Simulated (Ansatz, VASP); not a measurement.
# TiTe2 in two plane-wave programs, part 2 of 2

Aim: how closely do two programs agree when they are given the same cell, functional and k mesh? The cell is taken from a series of runs on this material, whose earlier steps may have relaxed, scaled, displaced or heated it; both programs get it as it stands.

VASP 6.6.1 and Ansatz 0.2.0.

So far: The starting structure; VASP: zone-centre phonons, LDA.

## 3. Ansatz: zone-centre phonons, LDA

Level of this step: Ansatz beside VASP: Kohn-Sham DFT, plane waves, LDA (Ansatz).

Ansatz runs on its PAW soft_1 files.

The same cell, functional (in two slightly different forms), mesh and smearing now go to Ansatz, which takes its cutoff from its data sets.

Input file input.yaml:

```yaml
crystal:
  lattice:
    - [3.6791745118, 0.0, 0.0]
    - [-1.8395872559, 3.1862585922, 0.0]
    - [0.0, 0.0, 6.3886948823]
  atoms:
    - { symbol: Ti, position: [0.0, 0.0, 0.0] }
    - { symbol: Te, position: [0.6666666667, 0.3333333333, 0.2669027467] }
    - { symbol: Te, position: [0.3333333333, 0.6666666667, 0.7330972533] }
kpoints:
  mp_grid: { grid: [15, 15, 8] }
hamiltonian:
  xc: lda
  pseudopotentials: { kind: paw, azcp: { folder: soft_1 }, xc_functional: pbe }
scf:
  occupations: { method: methfessel_paxton, width: 0.2 }
output:
  eigenvalues: true
phonons:
  method: dfpt
```

Started as:

```bash
$ ansatz run input.yaml --threads 4 --pin off --max-ram 15360MiB --backend cpu --events-out ev --progress --plain --runs-dir out
```

Numbers of over 12 decimals in the logs are rounded to 6 here.

What it wrote:

```text
Engine: ansatz 0.2.0, aarch64-unknown-linux-gnu
Pseudopotentials: kind: paw
Pseudopotential: Ti, paw, valence charge 12, recommended cutoff 420 eV (normal), soft_1/Ti.paw.azcp
Pseudopotential: Te, paw, valence charge 16, recommended cutoff 420 eV (normal), soft_1/Te.paw.azcp
Functional definition: SPW92
  exchange = slater_x
  correlation = pw_c
Crystal: 3 atoms, lattice volume = 74.893 Å³
Basis set: ecut = 420 eV, 1485 PW (Γ), exchange–correlation on 50×50×90 points (8 copies of the dense FFT grid, shifted against one another)
Bands: 27, of which v1, the nominal top of the filled ones, is band 22 counted from 1 (21 counted from 0)
Symmetry: 12 space group operations
k-points: 488 of 1800 (irreducible under 2 space group operations, time reversal used)
Non-local potential: Ti, projectors of the file, l = 0: 3, l = 1: 2, l = 2: 3, l = 3: 1
Non-local potential: Te, projectors of the file, l = 0: 2, l = 1: 2, l = 2: 2, l = 3: 1
PAW form: soft (Blöchl's): semilocal exchange-correlation on the pseudo side does not see the compensation charge
PAW frozen core: Ti, regenerated for the run's functional, and the local potential with it (the file was generated under x = pbe(κ = 0.804, μ = 0.219515), c = pbe(β = 0.066725))
PAW frozen core: Te, regenerated for the run's functional, and the local potential with it (the file was generated under x = pbe(κ = 0.804, μ = 0.219515), c = pbe(β = 0.066725))
PAW one-centre angular grid: Ti, 590 points (default); XC on 64 Gauss nodes
PAW one-centre angular grid: Te, 590 points (default); XC on 64 Gauss nodes
Initial density: superposition of atomic densities (chi_scale 0.1, normalization cell, long waves kept (reshape's long-wave potential 0.05 eV rms))
Initial wavefunctions: pseudopotential atomic-orbital guess
Functional: x = slater, c = lda
SCF iter   1: F=—  HF=-16110.574003 eV  |F-HF|=—  |Δ(HF+E_count)|=         —  Δρ=1.41e-1  dr2=4.45e1  ethr=3.10e-3  ⟨swp⟩=5.6  Hψ=55349  notcnv=0
preconditioner: auto → Kerker (q_TF=auto, 2.497 Å⁻¹)  [metal: Δε(μ)=0.016 eV  Ē_g=5.831 eV  σ=0.200 eV  W_gap=0.07  n_scr=22 (ndim 8)  ℏωp=17.2 eV  f_vac=0.000  D(μ)=1.80/eV (n_scr^D=10)]
SCF iter   2: F=—  HF=-16108.481016 eV  |F-HF|=—  |Δ(HF+E_count)|=    2.09e0  S|Δr|=    0.00e0  Δρ=7.78e-2  dr2=1.62e1  ethr=3.10e-3  ⟨swp⟩=2.8  Hψ=19706  notcnv=0  defer=28
SCF iter   3: F=—  HF=-16107.120126 eV  |F-HF|=—  |Δ(HF+E_count)|=    1.36e0  S|Δr|=    0.00e0  Δρ=1.62e-2  dr2=7.55e-1  ethr=3.10e-3  ⟨swp⟩=3.0  Hψ=19484  notcnv=0  defer=28
SCF iter   4: F=—  HF=-16107.047740 eV  |F-HF|=—  |Δ(HF+E_count)|=   7.24e-2  S|Δr|=    0.00e0  Δρ=3.90e-3  dr2=2.60e-2  ethr=1.72e-3  ⟨swp⟩=1.9  Hψ=17215  notcnv=0
SCF iter   5: F=—  HF=-16107.042774 eV  |F-HF|=—  |Δ(HF+E_count)|=   4.97e-3  S|Δr|=    0.00e0  Δρ=1.61e-3  dr2=3.49e-3  ethr=5.91e-5  ⟨swp⟩=2.0  Hψ=16132  notcnv=0
SCF iter   6: F=—  HF=-16107.042261 eV  |F-HF|=—  |Δ(HF+E_count)|=   5.12e-4  S|Δr|=    0.00e0  Δρ=6.40e-4  dr2=4.25e-4  ethr=7.92e-6  ⟨swp⟩=2.0  Hψ=16088  notcnv=0
SCF iter   7: F=—  HF=-16107.042221 eV  |F-HF|=—  |Δ(HF+E_count)|=   4.01e-5  S|Δr|=    0.00e0  Δρ=2.83e-4  dr2=9.04e-5  ethr=9.65e-7  ⟨swp⟩=2.6  Hψ=20261  notcnv=0
SCF iter   8: F=—  HF=-16107.042209 eV  |F-HF|=—  |Δ(HF+E_count)|=   1.21e-5  S|Δr|=    0.00e0  Δρ=8.68e-5  dr2=8.73e-6  ethr=2.05e-7  ⟨swp⟩=2.2  Hψ=22448  notcnv=0
SCF iter   9: F=—  HF=-16107.042207 eV  |F-HF|=—  |Δ(HF+E_count)|=   2.00e-6  S|Δr|=    0.00e0  Δρ=1.67e-5  dr2=1.58e-7  ethr=1.98e-8  ⟨swp⟩=3.0  Hψ=25317  notcnv=0
SCF iter  10: F=—  HF=-16107.042206 eV  |F-HF|=—  |Δ(HF+E_count)|=   5.89e-7  S|Δr|=    0.00e0  Δρ=3.96e-6  dr2=1.62e-8  ethr=3.59e-10  ⟨swp⟩=3.0  Hψ=25537  notcnv=0
SCF iter  11: F=—  HF=-16107.042206 eV  |F-HF|=—  |Δ(HF+E_count)|=   2.18e-9  S|Δr|=    0.00e0  Δρ=1.49e-6  dr2=2.31e-9  ethr=3.69e-11  ⟨swp⟩=3.0  Hψ=24127  notcnv=0
SCF iter  12: F=—  HF=-16107.042206 eV  |F-HF|=—  |Δ(HF+E_count)|=  3.31e-10  S|Δr|=    0.00e0  Δρ=3.53e-7  dr2=1.75e-10  ethr=5.25e-12  ⟨swp⟩=2.3  Hψ=16240  notcnv=0
SCF iter  13: F=-16107.042206 eV  HF=-16107.042206 eV  |F-HF|=0.00e0  |Δ(HF+E_count)|=  3.27e-11  S|Δr|=    0.00e0  Δρ=8.49e-8  dr2=6.34e-12  ethr=1.00e-12  ⟨swp⟩=5.4  Hψ=60877  notcnv=0
SCF 1 converged in 13 iterations: F = -16107.042206 eV  dr2 = 6.34e-12
  greatest PAW one-centre occupation: 0.999 electrons in one spin orbital (limit 2), on the Te atom at site 2 (counted from 0), in its partial waves of l = 2
DFPT response loops at Γ: preconditioner auto → Kerker (q_TF=auto, 2.497 Å⁻¹) (partly filled bands, converged f_vac=0.007); β = 1.00, the filter's whole step (`scf.mixing.beta` (0.50) is not read by the response loops under this deck's `scf.mixing.preconditioner`; to damp them name `kerker` or `kerker_dos`, under which they read `scf.mixing.beta`, and type it under 1.00, their step now; both keys bind the ground state too); Broyden in place of MSR1
SCF converged after 13 iterations
Stability not checked: this state was not tested for a lower state beside it, because cold or Methfessel-Paxton smearing, or corrected tetrahedra, fill the levels in a way that the test cannot read (fill_not_monotonic; see scf.lower_state_search)
Free energy (F): -16107.042206 eV
Harris-Foulkes:  -16107.042206 eV  (|F-HF|=0.00e0)
Internal energy: -16107.043456 eV  (E = F + TS)
E sigma→0 (E₀):  -16107.042519 eV
Entropy (-TS):   0.001250 eV (0.417 meV/atom)
Fermi energy:    11.036008 eV
--- Per-component energies (eV) ---
  E_band       = -633.312664
  E_kinetic    = 629.426258
  E_local      = -4049.989770  (includes V_loc(G=0)·N_el)
  E_nonlocal   = 209.495165
  E_hartree    = 1951.840951
  E_xc         = -360.274819
  E_vxc        = -351.719033  (∫ρ·V_xc dr)
  E_paw        = -10033.069305  (= ΣΔE_a)
  E_vpaw       = -974.207256  (= ΣTr[D̂ρ^β])
  E_aug_tail   = 0.000060  (compensation charges beyond the density's cutoff)
  E_ewald      = -4456.155231
  E_core_change = 1.683235  (= ΣΔE_core)
  E_smearing   = 0.001250  (= −TS)
  E_closure    = 0.000000  (closes the sum)
  Σ components = -16107.042206   (vs F -16107.042206, Δ=0.00e0)
--- Band table (eV; the first three rows and the last of 488) ---
  k-point 0: bands = [... 18 lower, 9.3778, 11.2521, 11.4477, 11.4477, 11.6976, 12.3408, 12.3408, 14.2913, ... 1 higher]
  k-point 1: bands = [... 18 lower, 9.3894, 10.7634, 11.4456, 11.4456, 11.8883, 12.2766, 12.2766, 14.3736, ... 1 higher]
  k-point 2: bands = [... 18 lower, 9.4184, 9.8740, 11.4408, 11.4408, 12.0324, 12.1346, 12.1346, 14.5620, ... 1 higher]
  k-point 487: bands = [... 18 lower, 7.8615, 8.2975, 8.8753, 9.5726, 11.6917, 12.4766, 12.6298, 13.1135, ... 1 higher]
--- Phonons (Γ-DFPT): 4 representative perturbations + reference, on 488 of 1800 k-points (Σ response iterations 13) ---
  k mesh reduced under 2 symmetry operations, with k and −k counted as one. Each operation leaves every solved perturbation unchanged. A smaller set is not used because it would not reduce the number of displacements times k-points to solve
  ASR residual: 5.752e-5 → 0.000e0 eV/Å²; symmetrization residual: 1.847e-5 eV/Å²
  ASR residual per site (eV/Å²): 5.16e-6 5.75e-5 5.75e-5
  Γ frequencies (cm⁻¹): 0.00 0.00 0.00 102.50 102.50 147.28 191.66 191.66 278.48
  non-analytic LO–TO correction: not included (Born effective charges unavailable; polar crystals: no LO–TO splitting at Γ)
```

Reading the cycles: dr2 is the Hartree energy of the density residual (eV), the measure of convergence; HF is the Harris–Foulkes estimate of the energy, which meets the free energy F at convergence.

## 4. Comparison

Known differences besides the potentials themselves: the two LDA forms differ slightly; the data sets hold 44 valence electrons in Ansatz (on its PAW soft_1 files) and 24 in VASP; the cutoff is 420 eV in Ansatz and 500 eV in VASP; VASP's log shows a relativistic correction to its local exchange, Ansatz's none. Total energies have different zeros and are not compared.

The two programs side by side:

| quantity | Ansatz | VASP | difference |
| --- | --- | --- | --- |
| optical mode 1 to 2 (cm⁻¹) | 102.5 | 102.7 | -0.19 % |
| optical mode 3 (cm⁻¹) | 147.3 | 147.4 | -0.07 % |
| optical mode 4 to 5 (cm⁻¹) | 191.7 | 193.6 | -0.99 % |
| optical mode 6 (cm⁻¹) | 278.5 | 279.8 | -0.49 % |

Modes are paired by rising frequency, not by their patterns, so a pair may set unlike modes beside each other; they are those without the splitting of longitudinal modes.

## 5. Summary of results

```yaml
r_m_s_difference_of_the_optical_zone_centre_modes_each_program_s_sorted_by_frequency_zone_centre_phonons_lda: 1.2 cm⁻¹
difference_in_optical_mode_4_to_5_zone_centre_phonons_lda: -1.0 %
```

In words: The r.m.s. difference of the optical zone-centre modes, each program's sorted by frequency is 1.2 cm⁻¹ (zone-centre phonons, LDA). The data sets hold unlike numbers of valence electrons (44 in Ansatz and 24 in VASP), so part of the differences may come from the potentials. Among the rows given in per cent, the largest difference of the zone-centre phonons, LDA pair is in optical mode 4 to 5, -1.0 %. Such differences can come from data sets, numerical settings and the points named under the comparisons, not from the functional's error against experiment.

[Lines on the potential files, build, host, timing and source positions are cut from VASP's logs without a mark.]

[Logs are printed without paths, hosts, clocks, repeated set-up lines and the standing remarks that a program may print on its own settings, such as how far it seeks lower states.]

[Hosts, paths, dates, database ids (printed as entryN), source tags and the programs' standing remarks are cut or masked in the printed files.]
